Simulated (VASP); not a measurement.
Level of theory: PBE GGA, VASP's PBE PAW potentials (set 64) (plane waves; VASP).

The input files of a VASP run:

POSCAR:
```
PtC
1
    2.8076813500    -0.0000000000     0.0000000000
    0.0000000000     2.8076813500    -0.0000000000
    0.0000000000    -0.0000000000     2.8076813500
Pt C
1 1
Direct
  0.0000000000   0.0000000000   0.0000000000
  0.5000000000   0.5000000000   0.5000000000
```

**INCAR**
```
SYSTEM = PtC
PREC = Accurate
ENCUT = 520
EDIFF = 1E-6
NELM = 100
ALGO = Normal
LREAL = .FALSE.
LASPH = .TRUE.
ISMEAR = 1
SIGMA = 0.1
GGA = PE
LMAXMIX = 6
LWAVE = .FALSE.
LCHARG = .FALSE.
IBRION = 2
ISIF = 3
NSW = 60
EDIFFG = -0.01
```

KPOINTS:
```
Automatic
0
Gamma
12 12 12
0 0 0
```

POTCAR, in this order: Pt C (PBE.64 set). Program: vasp_std.

The resulting files:

File OSZICAR:
```
       N       E                     dE             d eps       ncg     rms          rms(c)
DAV:   1     0.539608781407E+02    0.53961E+02   -0.73534E+03  1960   0.119E+03
DAV:   2    -0.109427026693E+02   -0.64904E+02   -0.60428E+02  2034   0.221E+02
DAV:   3    -0.129045618531E+02   -0.19619E+01   -0.19147E+01  2151   0.378E+01
DAV:   4    -0.129167463955E+02   -0.12185E-01   -0.12177E-01  2133   0.338E+00
DAV:   5    -0.129168411202E+02   -0.94725E-04   -0.94722E-04  2157   0.294E-01    0.172E+01
DAV:   6    -0.123120860307E+02    0.60476E+00   -0.19890E+01  2248   0.350E+01    0.154E+01
DAV:   7    -0.113682186870E+02    0.94387E+00   -0.32928E+00  1992   0.157E+01    0.692E+00
DAV:   8    -0.113595181976E+02    0.87005E-02   -0.20188E-01  1998   0.362E+00    0.170E+00
DAV:   9    -0.113488379070E+02    0.10680E-01   -0.30107E-02  2015   0.151E+00    0.492E-01
DAV:  10    -0.113480048545E+02    0.83305E-03   -0.35675E-03  2079   0.465E-01    0.785E-02
DAV:  11    -0.113479771507E+02    0.27704E-04   -0.20971E-04  2167   0.128E-01    0.155E-02
DAV:  12    -0.113479788955E+02   -0.17448E-05   -0.88258E-06  2095   0.280E-02    0.120E-02
DAV:  13    -0.113479782023E+02    0.69324E-06   -0.10788E-06  1110   0.103E-02
   1 F= -.11347978E+02 E0= -.11347892E+02  d E =-.113480E+02
```

File OUTCAR:
```
------------------------ aborting loop because EDIFF is reached ----------------------------------------
  FORCE on cell =-STRESS in cart. coord.  units (eV):
  Direction    XX          YY          ZZ          XY          YZ          ZX
  --------------------------------------------------------------------------------------
  Total        0.0036351      0.0036351      0.0036351      0.0000000      0.0000000     -0.0000000
  in kB        0.2631378      0.2631378      0.2631378      0.0000000      0.0000000     -0.0000000
  external PRESSURE =       0.2631378 kB  Pullay stress =       0.0000000 kB
  volume of cell :       22.13
      direct lattice vectors                 reciprocal lattice vectors
     2.807681350  0.000000000  0.000000000     0.356165774  0.000000000  0.000000000
     0.000000000  2.807681350  0.000000000     0.000000000  0.356165774  0.000000000
     0.000000000  0.000000000  2.807681350     0.000000000  0.000000000  0.356165774
 POSITION                                       TOTAL-FORCE (eV/Angst)
 -----------------------------------------------------------------------------------
      0.00000      0.00000      0.00000         0.000000      0.000000      0.000000
      1.40384      1.40384      1.40384         0.000000      0.000000      0.000000
 -----------------------------------------------------------------------------------
    total drift:                                0.000000      0.000000     -0.000000
  FREE ENERGIE OF THE ION-ELECTRON SYSTEM (eV)
  ---------------------------------------------------
  free  energy   TOTEN  =       -11.3479782023 eV

  energy  without entropy=      -11.3477187721  energy(sigma->0) =      -11.34789173

 reached required accuracy - stopping structural energy minimisation
```
(Selected blocks of OUTCAR.)

### OUTCAR
```
 val. band max:       10.4058170893   @ k =   0.5000   0.4167   0.1667

 cond. band min:      10.4447229402   @ k =   0.2500   0.1667   0.1667


 Fermi energy:        10.4201239118

 k-point     1 :       0.0000    0.0000    0.0000
  band No.  band energies     occupation
      1      -4.1994      2.00000
      2       4.4016      2.00000
      3       4.4016      2.00000
      4       8.7326      2.00000
      5       8.7326      2.00000
      6       8.7326      2.00000
      7      10.3884      1.50838
      8      10.3884      1.50838
      9      10.3884      1.50838
     10      14.4834      0.00000
     11      26.1803      0.00000

 k-point     2 :       0.0833    0.0000    0.0000
  band No.  band energies     occupation
      1      -4.0668      2.00000
      2       4.4375      2.00000
      3       4.4432      2.00000
      4       8.2899      2.00000
      5       8.2899      2.00000
      6       8.7466      2.00000
      7       9.9292      2.00000
      8      10.8793     -0.00000
      9      10.8793     -0.00000
     10      14.9346      0.00000
     11      25.6873      0.00000

 k-point     3 :       0.1667    0.0000    0.0000
  band No.  band energies     occupation
      1      -3.6776      2.00000
      2       4.4232      2.00000
      3       4.5373      2.00000
      4       7.5447      2.00000
      5       7.5447      2.00000
      6       8.7848      2.00000
      7       9.1675      2.00000
      8      11.7683     -0.00000
      9      11.7683     -0.00000
     10      15.8183      0.00000
     11      24.5859      0.00000

 k-point     4 :       0.2500    0.0000    0.0000
  band No.  band energies     occupation
      1      -3.0584      2.00000
      2       3.9754      2.00000
      3       4.6785      2.00000
      4       6.8594      2.00000
      5       6.8594      2.00000
      6       8.8376      2.00000
      7       8.9328      2.00000
      8      12.6847      0.00000
      9      12.6847      0.00000
...
```

Unless said otherwise, spin-orbit coupling is left out, though it shifts the bands of the heavy elements here.

The structure was generated: PtC was put into the CsCl type type (Pm-3m), which need not be its known phase. It was relaxed first, which changed the volume by +6 %. The start is the result of an earlier pass.
